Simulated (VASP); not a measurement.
Consider the following.

```
SnO2
1.0
    4.77018     0.00000     0.00000
    0.00000     4.77018     0.00000
    0.00000     0.00000     3.21980
Sn O
2 4
Direct
  0.00000   0.00000   0.00000
  0.50000   0.50000   0.50000
  0.30638   0.30638   0.00000
  0.80638   0.19362   0.50000
  0.19362   0.80638   0.50000
  0.69362   0.69362   0.00000
```

These are r2SCAN+rVV10, VASP's PBE PAW potentials (set 64) (plane waves; VASP) values and carry that method's errors. Settings: 520 eV cut-off, 4×4×6 Γ-centred mesh, Gaussian smearing of 0.050 eV, potentials Sn_d O.

Task: The ions, cell shape and volume are relaxed. Give the cell that the relaxation ends in.

Result: 
```
SnO2
1.0
    4.75124     0.00000     0.00000
    0.00000     4.75124     0.00000
    0.00000     0.00000     3.20635
Sn O
2 4
Cartesian
  0.00000   0.00000   0.00000
  2.37562   2.37562   1.60317
  1.45237   1.45237   0.00000
  3.82799   0.92325   1.60317
  0.92325   3.82799   1.60317
  3.29887   3.29887   3.20635
```
Space group P4_2/mnm (136), at a tolerance of 0.03 Å.

Task: How do energy and volume change from the first to the last step?

Result: The energy (σ→0) changes by -1.2 meV/atom and the volume by -1.2 %, in 5 ionic steps.

The compound is SnO2 in the rutile structure. This run relaxes it. Symmetry was kept, so distortions that lower it aren't found.
